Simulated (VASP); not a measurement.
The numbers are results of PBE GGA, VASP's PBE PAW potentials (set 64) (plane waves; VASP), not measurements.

A VASP calculation is set up with these files.

### KPOINTS
```
Regular mesh
0
gamma
  9 9 5
0 0 0
```

POSCAR:
```
ZnS
1.0
  3.8486018399   0.0000000000   0.0000000000
 -1.9243009200   3.3329869190   0.0000000000
  0.0000000000   0.0000000000   6.3042747424
Zn S
2 2
Cartesian
 -0.0000019243   2.2219923903   0.0000000000
  1.9243028442   1.1109945287   3.1521373712
 -0.0000019243   2.2219923903   2.3641030284
  1.9243028442   1.1109945287   5.5162403996
```

### INCAR
```
SYSTEM=ZnS
PREC=Normal; ENCUT=400; LREAL=.False.
LASPH=.True.
EDIFF=1E-5; NELM=100; NELMIN=4
ALGO=Fast; LMAXMIX=4
ISMEAR=0; SIGMA=0.05
GGA=PE
IBRION=2; NSW=20; ISIF=2
EDIFFG=-0.03
LWAVE=.False.; LCHARG=.False.
```

POTCAR, in this order: Zn S (PBE.64 set). Program: vasp_std.

Task: Estimate the energy per atom (σ→0), band gap (on the k-mesh).

Result: 
The energy per atom (σ→0) is -3423 meV/atom and the band gap (on the k-mesh) is 2.08 eV.

### OSZICAR
```
...
RMM:   8    -0.136969629540E+02   -0.12868E-01   -0.20789E-01  1591   0.353E+00    0.150E+00
RMM:   9    -0.136907261280E+02    0.62368E-02   -0.56663E-02  1584   0.247E+00    0.513E-01
RMM:  10    -0.136906107055E+02    0.11542E-03   -0.17863E-02  1611   0.130E+00    0.183E-01
RMM:  11    -0.136909358873E+02   -0.32518E-03   -0.49945E-03  1854   0.524E-01    0.176E-01
RMM:  12    -0.136909511792E+02   -0.15292E-04   -0.81245E-04  1647   0.236E-01    0.633E-02
RMM:  13    -0.136909633636E+02   -0.12184E-04   -0.13749E-04  1401   0.767E-02    0.794E-02
RMM:  14    -0.136909659026E+02   -0.25389E-05   -0.20939E-05  1049   0.327E-02
   1 F= -.13690966E+02 E0= -.13690966E+02  d E =-.136910E+02
```

The compound is ZnS in the wurtzite structure, the high-temperature form. It was relaxed first.
